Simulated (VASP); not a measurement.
Calculation: PBEsol GGA, VASP's PBE PAW potentials (set 64) (plane waves; VASP).

VASP ran on this input.

File KPOINTS:
```
Automatic mesh
0
Gamma
8 8 2
```

POSCAR:
```
GaIn3As4
1
    0.0000000000     2.9981599331     2.9981599331
    2.9981599331     0.0000000000     2.9981599331
   11.9722991077    11.9722991077     0.0203406246
In As Ga
3 4 1
Direct
  0.0080738809   0.0080738809   0.9939445893
  0.0000420543   0.0000420543   0.2499684593
  0.9930032915   0.9930032915   0.5052475314
  0.2526348129   0.2526348129   0.0605238903
  0.2461592620   0.2461592620   0.3153805535
  0.2372224181   0.2372224181   0.5720831864
  0.2630426905   0.2630426905   0.8027179821
  0.9998215899   0.9998215899   0.7501338076
```

### INCAR
```
SYSTEM  =  GaIn3As4
GGA  =  PS
NSW  =  60   ! most ionic steps
EDIFF  =  1E-6   ! SCF stop (eV)
LWAVE  =  .FALSE.
LASPH  =  .TRUE.   ! aspherical one-centre terms
LREAL  =  .FALSE.   ! projection in real space or not
EDIFFG  =  -0.02   ! ionic stop
SIGMA  =  0.1
IBRION  =  2   ! conjugate gradients
ISIF  =  3   ! ions, shape and volume
ISMEAR  =  1   ! Methfessel-Paxton
LMAXMIX  =  4
LCHARG  =  .FALSE.
ENCUT  =  400
NELM  =  100   ! most electronic steps
ALGO  =  Normal   ! blocked Davidson
PREC  =  Accurate
```

POTCAR, in this order: In_d As Ga_d (PBE.64 set). Program: vasp_std.

The resulting files:

### OSZICAR
```
       N       E                     dE             d eps       ncg     rms          rms(c)
DAV:   1     0.625434804289E+03    0.62543E+03   -0.27879E+04  1720   0.166E+03
DAV:   2     0.564960143660E+02   -0.56894E+03   -0.55779E+03  1779   0.449E+02
DAV:   3    -0.302036484223E+02   -0.86700E+02   -0.84028E+02  2002   0.186E+02
DAV:   4    -0.352525135433E+02   -0.50489E+01   -0.50182E+01  2133   0.448E+01
DAV:   5    -0.354510714629E+02   -0.19856E+00   -0.19839E+00  2671   0.875E+00    0.854E+00
DAV:   6    -0.344862085795E+02    0.96486E+00   -0.20034E+00  2319   0.160E+01    0.444E+00
DAV:   7    -0.343836709327E+02    0.10254E+00   -0.98716E-01  2632   0.527E+00    0.115E+00
DAV:   8    -0.343731532258E+02    0.10518E-01   -0.14013E-01  2346   0.358E+00    0.599E-01
DAV:   9    -0.343735272710E+02   -0.37405E-03   -0.87769E-03  2216   0.760E-01    0.353E-01
DAV:  10    -0.343736791795E+02   -0.15191E-03   -0.22697E-03  2386   0.478E-01    0.158E-01
DAV:  11    -0.343738509041E+02   -0.17172E-03   -0.62182E-04  2061   0.205E-01    0.332E-02
DAV:  12    -0.343738512657E+02   -0.36159E-06   -0.38073E-05  2949   0.430E-02    0.245E-02
DAV:  13    -0.343738542957E+02   -0.30300E-05   -0.71345E-06  1586   0.121E-02    0.478E-03
DAV:  14    -0.343738549168E+02   -0.62108E-06   -0.71589E-07  1184   0.870E-03
   1 F= -.34373855E+02 E0= -.34373874E+02  d E =-.343739E+02
       N       E                     dE             d eps       ncg     rms          rms(c)
DAV:   1    -0.343803779870E+02   -0.65237E-02   -0.25901E-01  2517   0.360E+00    0.453E-01
DAV:   2    -0.343765780123E+02    0.38000E-02   -0.15134E-02  2194   0.159E+00    0.219E-01
DAV:   3    -0.343750595782E+02    0.15184E-02   -0.35967E-03  2535   0.590E-01    0.819E-02
DAV:   4    -0.343750104567E+02    0.49121E-04   -0.88413E-04  1898   0.225E-01    0.376E-02
DAV:   5    -0.343750067591E+02    0.36976E-05   -0.74974E-05  2338   0.764E-02    0.172E-02
DAV:   6    -0.343750084395E+02   -0.16804E-05   -0.16419E-05  1912   0.374E-02    0.866E-03
DAV:   7    -0.343750086804E+02   -0.24093E-06   -0.84140E-07  1044   0.105E-02
   2 F= -.34375009E+02 E0= -.34375037E+02  d E =-.115376E-02
       N       E                     dE             d eps       ncg     rms          rms(c)
DAV:   1    -0.343752530659E+02   -0.24463E-03   -0.10333E-02  2509   0.724E-01    0.899E-02
DAV:   2    -0.343750998009E+02    0.15326E-03   -0.61025E-04  2205   0.324E-01    0.435E-02
DAV:   3    -0.343750398943E+02    0.59907E-04   -0.14798E-04  2567   0.120E-01    0.168E-02
DAV:   4    -0.343750391842E+02    0.71009E-06   -0.36132E-05  1901   0.467E-02    0.800E-03
DAV:   5    -0.343750393942E+02   -0.21001E-06   -0.26627E-06  1387   0.179E-02
   3 F= -.34375039E+02 E0= -.34375070E+02  d E =-.118448E-02
       N       E                     dE             d eps       ncg     rms          rms(c)
DAV:   1    -0.343755489955E+02   -0.50981E-03   -0.19055E-01  1919   0.216E+00    0.202E-01
DAV:   2    -0.343759389668E+02   -0.38997E-03   -0.89260E-03  2578   0.681E-01    0.895E-02
DAV:   3    -0.343758323914E+02    0.10658E-03   -0.31436E-04  2581   0.151E-01    0.574E-02
DAV:   4    -0.343757767373E+02    0.55654E-04   -0.77855E-05  2426   0.109E-01    0.175E-02
DAV:   5    -0.343757746708E+02    0.20665E-05   -0.37509E-05  2237   0.499E-02    0.973E-03
DAV:   6    -0.343757744347E+02    0.23607E-06   -0.40278E-06  1530   0.201E-02
   4 F= -.34375774E+02 E0= -.34375823E+02  d E =-.735040E-03
       N       E                     dE             d eps       ncg     rms          rms(c)
DAV:   1    -0.343753553637E+02    0.41931E-03   -0.54981E-01  1927   0.368E+00    0.342E-01
DAV:   2    -0.343764798593E+02   -0.11245E-02   -0.25650E-02  2570   0.115E+00    0.151E-01
DAV:   3    -0.343761752422E+02    0.30462E-03   -0.90811E-04  2551   0.260E-01    0.973E-02
DAV:   4    -0.343760162504E+02    0.15899E-03   -0.23113E-04  2346   0.192E-01    0.295E-02
DAV:   5    -0.343760116559E+02    0.45946E-05   -0.10943E-04  2225   0.849E-02    0.175E-02
DAV:   6    -0.343760116025E+02    0.53396E-07   -0.11720E-05  1989   0.329E-02    0.121E-02
DAV:   7    -0.343760112278E+02    0.37470E-06   -0.75751E-07  1010   0.153E-02
   5 F= -.34376011E+02 E0= -.34376076E+02  d E =-.971834E-03
       N       E                     dE             d eps       ncg     rms          rms(c)
DAV:   1    -0.343760002784E+02    0.11324E-04   -0.57334E-02  1881   0.117E+00    0.113E-01
DAV:   2    -0.343761230129E+02   -0.12273E-03   -0.27618E-03  2602   0.381E-01    0.502E-02
DAV:   3    -0.343760904167E+02    0.32596E-04   -0.94907E-05  2530   0.851E-02    0.320E-02
DAV:   4    -0.343760746290E+02    0.15788E-04   -0.26128E-05  2442   0.627E-02    0.936E-03
DAV:   5    -0.343760749298E+02   -0.30073E-06   -0.11408E-05  1948   0.284E-02    0.546E-03
DAV:   6    -0.343760751487E+02   -0.21895E-06   -0.96891E-07  1004   0.106E-02
   6 F= -.34376075E+02 E0= -.34376137E+02  d E =-.103575E-02
       N       E                     dE             d eps       ncg     rms          rms(c)
DAV:   1    -0.343768034561E+02   -0.72853E-03   -0.48566E-02  2760   0.170E+00    0.164E-01
DAV:   2    -0.343763093931E+02    0.49406E-03   -0.20641E-03  2368   0.558E-01    0.654E-02
DAV:   3    -0.343761952421E+02    0.11415E-03   -0.37835E-04  2402   0.214E-01    0.273E-02
DAV:   4    -0.343761943080E+02    0.93412E-06   -0.50584E-05  2096   0.587E-02    0.178E-02
DAV:   5    -0.343761931496E+02    0.11584E-05   -0.54001E-06  1936   0.299E-02    0.599E-03
DAV:   6    -0.343761937188E+02   -0.56925E-06   -0.17375E-06  1087   0.132E-02
   7 F= -.34376194E+02 E0= -.34376255E+02  d E =-.118570E-03
       N       E                     dE             d eps       ncg     rms          rms(c)
DAV:   1    -0.343762081234E+02   -0.14974E-04   -0.93215E-04  2768   0.237E-01    0.224E-02
DAV:   2    -0.343761982481E+02    0.98753E-05   -0.39771E-05  2376   0.771E-02    0.884E-03
DAV:   3    -0.343761962245E+02    0.20236E-05   -0.63346E-06  1562   0.293E-02    0.316E-03
DAV:   4    -0.343761966234E+02   -0.39883E-06   -0.19557E-06  1187   0.101E-02
   8 F= -.34376197E+02 E0= -.34376258E+02  d E =-.121475E-03
       N       E                     dE             d eps       ncg     rms          rms(c)
DAV:   1    -0.343762170383E+02   -0.20814E-04   -0.28907E-02  1903   0.892E-01    0.676E-02
DAV:   2    -0.343762816414E+02   -0.64603E-04   -0.11474E-03  2296   0.233E-01    0.238E-02
DAV:   3    -0.343762781456E+02    0.34958E-05   -0.10451E-04  2615   0.864E-02    0.175E-02
DAV:   4    -0.343762762106E+02    0.19350E-05   -0.51353E-06  1800   0.197E-02    0.959E-03
DAV:   5    -0.343762742708E+02    0.19397E-05   -0.17324E-06  1261   0.171E-02    0.243E-03
DAV:   6    -0.343762743360E+02   -0.65162E-07   -0.70018E-07  1094   0.670E-03
   9 F= -.34376274E+02 E0= -.34376336E+02  d E =-.777126E-04
```

OUTCAR:
```
------------------------ aborting loop because EDIFF is reached ----------------------------------------
  FORCE on cell =-STRESS in cart. coord.  units (eV):
  Direction    XX          YY          ZZ          XY          YZ          ZX
  --------------------------------------------------------------------------------------
  Total        0.0105360      0.0105360      0.0105360     -0.0075586      0.0075586      0.0075586
  in kB        0.0786303      0.0786303      0.0786303     -0.0564101      0.0564101      0.0564101
  external PRESSURE =       0.0786303 kB  Pullay stress =       0.0000000 kB
  volume of cell :      214.68
      direct lattice vectors                 reciprocal lattice vectors
    -0.000000000  2.990898605  2.990898605    -0.167006968  0.167340708  0.167006968
     2.990898605 -0.000000000  2.990898605     0.167340708 -0.167006968  0.167006968
    11.987549871 11.987549871 -0.023955451     0.041668307  0.041668307 -0.041668307
 POSITION                                       TOTAL-FORCE (eV/Angst)
 -----------------------------------------------------------------------------------
     11.93132     11.93132      0.03228        -0.002327     -0.002327      0.002327
      2.99367      2.99367     -0.00277         0.002546      0.002546     -0.002546
      9.03313      9.03313      5.92136         0.003459      0.003459     -0.003459
      1.47763      1.47763      1.51327        -0.003526     -0.003526      0.003526
      4.52537      4.52537      1.45643        -0.000631     -0.000631      0.000631
      7.57209      7.57209      1.40061         0.003999      0.003999     -0.003999
     10.40675     10.40675      1.55684        -0.002297     -0.002297      0.002297
      8.98893      8.98893     -0.01623        -0.001224     -0.001224      0.001224
 -----------------------------------------------------------------------------------
    total drift:                               -0.000265     -0.000265      0.000270
  FREE ENERGIE OF THE ION-ELECTRON SYSTEM (eV)
  ---------------------------------------------------
  free  energy   TOTEN  =       -34.3762743360 eV

  energy  without entropy=      -34.3764590024  energy(sigma->0) =      -34.37633589

 reached required accuracy - stopping structural energy minimisation
```
(Selected blocks of OUTCAR.)

**CONTCAR**
```
GaIn3As4
   1.00000000000000
    -0.0000000000000392    2.9908986050551203    2.9908986050551989
     2.9908986050551203   -0.0000000000000393    2.9908986050551989
    11.9875498709256885   11.9875498709256885   -0.0239554508051247
  In              As              Ga
     3     4     1
Direct
     0.0093723293117622    0.0093723293117622    0.9929707529911779
     0.0005370457810930    0.0005370457810930    0.2495972156891824
     0.9919238489064180    0.9919238489064180    0.5060571133451904
     0.2532189508470574    0.2532189508470574    0.0600857868397029
     0.2447435197452707    0.2447435197452707    0.3164423601910453
     0.2364381074644011    0.2364381074644011    0.5726714193767022
     0.2634766845117654    0.2634766845117654    0.8023924865911756
     0.0002895135322408    0.0002895135322408    0.7497828648758214
```

The structure was generated: GaIn3As4 was put into an ordered model structure (R3m), which need not be its known phase. This run relaxes it. Symmetry was kept, so distortions that lower it aren't found. The start is the result of an earlier pass.
